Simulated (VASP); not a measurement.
Given:

```yaml
crystal:
  lattice:
    - [-1.54183, 1.54183, 1.54183]
    - [1.54183, -1.54183, 1.54183]
    - [1.54183, 1.54183, -1.54183]
  atoms:
    - { symbol: Mo, position: [0.00000, 0.00000, 0.00000] }
```

Method: MS2 meta-GGA, VASP's PBE PAW potentials (set 64) (plane waves; VASP). Settings: 520 eV cut-off, 16×16×16 Γ-centred mesh, first-order Methfessel-Paxton smearing of 0.10 eV, potentials Mo_sv.

Q: Estimate the energy per atom (σ→0), pressure, band gap (on the k-mesh) with the smallest direct gap where there is one.

A: 
```
Item                                                        Result
------------------------  ----------------------------------------
band gap (on the k-mesh)  none (metal, semimetal or under 0.01 eV)
energy per atom (σ→0)                           -988.3 kJ/mol-atom
pressure                                                 18.87 GPa
```

The compound is Mo in the bcc structure. This cell is one point of a volume scan, at 0.94 of the reference volume.
